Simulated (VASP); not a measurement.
Consider the following.

```
CELL_PARAMETERS angstrom
      4.62119     0.00000     0.00000
      0.00000     4.62119     0.00000
      0.00000     0.00000     4.62119
ATOMIC_POSITIONS crystal
  Cs 0.00000 0.00000 0.00000
  Ca 0.50000 0.50000 0.50000
  H  0.50000 0.00000 0.50000
  H  0.00000 0.50000 0.50000
  H  0.50000 0.50000 0.00000
```

Computed with PBEsol GGA, VASP's PBE PAW potentials (set 64) (plane waves; VASP). Run with 300 eV cut-off, 6×6×6 Γ-centred mesh, Fermi-Dirac smearing of 0.010 eV, potentials Cs_sv Ca_sv H.

At this cut-off the stress carries a Pulay error, which pulls relaxed volumes low. Energy and stress use the plane-wave basis of the starting cell.

Question: The ions, cell shape and volume are relaxed. Predict the relaxed structure.

Answer: 
```
CELL_PARAMETERS angstrom
      4.50855     0.00000     0.00000
      0.00000     4.50855     0.00000
      0.00000     0.00000     4.50855
ATOMIC_POSITIONS crystal
  Cs 0.00000 0.00000 0.00000
  Ca 0.50000 0.50000 0.50000
  H  0.50000 0.00000 0.50000
  H  0.00000 0.50000 0.50000
  H  0.50000 0.50000 0.00000
```
Space group Pm-3m (221), at a tolerance of 0.03 Å.

Question: How do energy and volume change from the first to the last step?

Answer: The energy (σ→0) changes by -8.5 meV/atom and the volume by -7.1 %, in 4 ionic steps.

The structure comes from a computed database's CsCaH3 entry (Pm-3m); how it stands against other phases isn't given here. This run relaxes it. Symmetry was kept, so distortions that lower it aren't found. The run is one of a series of settings (EDIFFG = -0.01, IBRION = 2, ISIF = 3, NSW = 50 against the base run), some of them coarse on purpose.
